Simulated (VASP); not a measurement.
Ni (fcc) is relaxed at rising pressure, each step from the one before. Symmetry mostly holds the structure type, and other phases were not tried. The mesh follows the cell, and a change of mesh leaves a small step in the series.

```
Ni
1.0
    0.00000     1.71129     1.71129
    1.71129     0.00000     1.71129
    1.71129     1.71129     0.00000
Ni
1
Direct
  0.00000   0.00000   0.00000
```
Starting moments (μB, in the order of the record's atoms Ni): 0.6.

These are LDA (Ceperley-Alder, Perdew-Zunger), VASP's LDA PAW potentials (set 64) (plane waves; VASP) values and carry that method's errors. Numerical set-up: 500 eV cut-off, 18×18×18 Γ-centred mesh, first-order Methfessel-Paxton smearing of 0.10 eV, potentials Ni.

| P (GPa) | V (Å³/atom) | H − H(0) (eV/atom) | space group | gap on the mesh (eV) | k-mesh |
|---|---|---|---|---|---|
| 0 | 10.02 | 0.000 | Fm-3m | 0.00 | 18×18×18 |
| 5 | 9.84 | 0.310 | Fm-3m | 0.00 | 18×18×18 |
| 10 | 9.67 | 0.614 | Fm-3m | 0.00 | 18×18×18 |
| 20 | 9.36 | 1.208 | Fm-3m | 0.00 | 19×19×19 |
| 30 | 9.12 | 1.785 | Fm-3m | 0.00 | 19×19×19 |
| 45 | 8.80 | 2.623 | Fm-3m | 0.00 | 19×19×19 |

Pressures at which the relaxation failed are left out.

The compound is Ni in the fcc structure. The spin order is the one that the start imposed; others were not tried in this run.
